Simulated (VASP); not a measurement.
Calculation: PBE GGA, VASP's PBE PAW potentials (set 64) (plane waves; VASP).

The input files of a VASP run:

INCAR:
```
! general
SYSTEM   =  KI
PREC     =  Accurate
ENCUT    =  480
LREAL    =  .FALSE.   ! projection in real space or not
LASPH    =  .TRUE.

! electronic loop
EDIFF    =  1E-7   ! SCF stop (eV)
NELM     =  100
ALGO     =  Normal   ! blocked Davidson
LMAXMIX  =  4

! smearing
ISMEAR   =  0   ! Gaussian
SIGMA    =  0.05

! functional
GGA      =  PE

! ions
ISIF     =  2   ! forces and stress, cell fixed

! output
LWAVE    =  .FALSE.
LCHARG   =  .FALSE.
```

File POSCAR:
```
KI
1
    0.0000000000     3.5930911977     3.5930911977
    3.5930911977     0.0000000000     3.5930911977
    3.5930911977     3.5930911977     0.0000000000
K I
1 1
Direct
  0.0000000000   0.0000000000   0.0000000000
  0.5000000000   0.5000000000   0.5000000000
```

### KPOINTS
```
Automatic mesh
0
Gamma
6 6 6
0 0 0
```

POTCAR, in this order: K_sv I (PBE.64 set). Program: vasp_std.

Unless said otherwise, spin-orbit coupling is left out, though it shifts the bands of the heavy elements here.

Problem. Predict the energy per atom (σ→0), band gap (on the k-mesh).

Solution. 
```json
{
  "energy per atom (σ→0)": "-2.783 eV/atom",
  "band gap (on the k-mesh)": "3.85 eV"
}
```

OSZICAR:
```
...
DAV:   9    -0.556482963586E+01   -0.57376E-03   -0.11874E-03   496   0.218E-01    0.679E-02
DAV:  10    -0.556500870814E+01   -0.17907E-03   -0.18570E-04   464   0.957E-02    0.171E-02
DAV:  11    -0.556502488889E+01   -0.16181E-04   -0.33349E-05   460   0.361E-02    0.124E-02
DAV:  12    -0.556502639837E+01   -0.15095E-05   -0.44770E-06   460   0.165E-02    0.102E-02
DAV:  13    -0.556502683365E+01   -0.43529E-06   -0.12754E-06   476   0.683E-03    0.321E-03
DAV:  14    -0.556502669070E+01    0.14295E-06   -0.57288E-08   340   0.216E-03    0.330E-04
DAV:  15    -0.556502671841E+01   -0.27713E-07   -0.10534E-08   316   0.998E-04
   1 F= -.55650267E+01 E0= -.55650267E+01  d E =-.417276E-11
```

The compound is KI in the rock salt structure. It was relaxed first, which changed the volume by +5 %.
